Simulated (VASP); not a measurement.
Energy against volume of AuZn (CsCl type). Method: r2SCAN+rVV10, VASP's PBE PAW potentials (set 64) (plane waves; VASP).

| V (Å³/atom) | E (eV/atom) |
|---|---|
| 14.527 | -29.66996 |
| 14.990 | -29.69208 |
| 15.454 | -29.69892 |
| 15.918 | -29.69313 |
| 16.381 | -29.67702 |

### Question
Fit a third-order Birch-Murnaghan equation of state.

### Answer

```
Property                                          Value
---------------------------------------  --------------
volume per atom                          15.46 Å^3/atom
bulk modulus                                    144 GPa
pressure derivative of the bulk modulus            5.54
lattice constant a                              3.139 Å
```

Measured: bulk modulus 131 GPa (computed value off by +10.2 %), as given by Niraj K. Nepal et al., Physical Review B (2020), arXiv:2007.11150. The calculation is for a static lattice, while the measured bulk modulus holds thermal and zero-point effects, which are part of the difference.

The compound is AuZn in the CsCl type structure. It was relaxed first.
